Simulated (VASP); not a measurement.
An input for Ansatz (written as the equivalent of a VASP run, and not itself run):

Ansatz 0.2 input:
```yaml
crystal:
  lattice:
    - [-1.9931520, 1.9931520, 4.7873468]
    - [1.9931520, -1.9931520, 4.7873468]
    - [1.9931520, 1.9931520, -4.7873468]
  atoms:
    - { symbol: Ce, position: [1.0000000, 0.0000000, 0.0000000] }
    - { symbol: Co, position: [0.2500000, 0.7500000, 0.5000000] }
    - { symbol: Si, position: [0.6258563, 0.6258563, 1.0000000] }
    - { symbol: Si, position: [0.3741437, 0.3741437, 1.0000000] }
    - { symbol: Cu, position: [0.7500000, 0.2500000, 0.5000000] }
kpoints:
  mp_grid: { grid: [12, 12, 12] }
hamiltonian:
  xc: pbesol
  pseudopotentials: { kind: paw }
scf:
  occupations: { method: tetrahedron }
  max_iter: 100
output: { forces: true, stress: true, eigenvalues: true }
```

Q: Translate this input to VASP (INCAR, KPOINTS, POSCAR, choice of POTCAR).

A: This is not unique; one that fits is 
**INCAR**
```
# general
SYSTEM  = CeCoCuSi2
PREC    = Accurate
ENCUT   = 400
LREAL   = F
LASPH   = T

# electronic loop
EDIFF   = 1E-7
NELM    = 100
ALGO    = Normal
LMAXMIX = 6

# smearing
ISMEAR  = -5

# functional
GGA     = PS

# ions
ISIF    = 2

# output
LWAVE   = F
LCHARG  = T
LORBIT  = 11
NEDOS   = 601

# other
LEFG    = T
```

File KPOINTS:
```
K-points
0
Gamma
 12 12 12
```

### POSCAR
```
CeCoCuSi2
1
   -1.9931519820     1.9931519820     4.7873467517
    1.9931519820    -1.9931519820     4.7873467517
    1.9931519820     1.9931519820    -4.7873467517
Ce Co Si Cu
1 1 2 1
Direct
  1.0000000000   0.0000000000   0.0000000000
  0.2500000000   0.7500000000   0.5000000000
  0.6258563242   0.6258563242   1.0000000000
  0.3741436758   0.3741436758   1.0000000000
  0.7500000000   0.2500000000   0.5000000000
```

POTCAR, in this order: Ce Co Si Cu (PBE.64 set). Program: vasp_std.

Limits of the translation: each code has its own PAW files, so the cut-off isn't converted (ENCUT is set for VASP's; basis.ecutwfc is left out, and Ansatz then takes the one that its files recommend); Ansatz stops its SCF on the density residual and VASP on the energy change (EDIFF); the field gradients of LEFG aren't asked of the other code.

The structure comes from a computed database's CeCoCuSi2 entry (I-4m2); how it stands against other phases isn't given here. It was relaxed first.
